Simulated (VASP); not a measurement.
## BeS (relaxed from the layer:h-BN structure): computed properties

Method: r2SCAN meta-GGA, VASP's PBE PAW potentials (set 64) (plane waves; VASP).

For BeS, the space group is P-6m2 (187) and the cell is a = b = 3.448 Å, c = 14.624 Å, α = β = 90.00°, γ = 120.00°. The band gap (over mesh and band path) comes out as 5.08 eV and the smallest direct gap (over mesh and band path) is 5.27 eV. The band-edge character comes out as indirect, K to M.

```cif
data_BeS
_chemical_formula_sum 'Be1 S1'
_space_group_name_H-M_alt 'P 1'
_space_group_IT_number 1
_cell_length_a 3.44787
_cell_length_b 3.44787
_cell_length_c 14.62352
_cell_angle_alpha 90.000
_cell_angle_beta 90.000
_cell_angle_gamma 120.000
loop_
_space_group_symop_operation_xyz
  'x, y, z'
loop_
_atom_site_label
_atom_site_type_symbol
_atom_site_fract_x
_atom_site_fract_y
_atom_site_fract_z
_atom_site_occupancy
Be1 Be 0.66667 0.33333 0.50000 1
S1 S 0.33333 0.66667 0.50000 1
```

The cell holds vacuum, so volume and density refer to the whole cell. The cell holds a wide vacuum, so values per volume refer to the whole cell.

The cell is a sheet with vacuum, built from a generated structure.
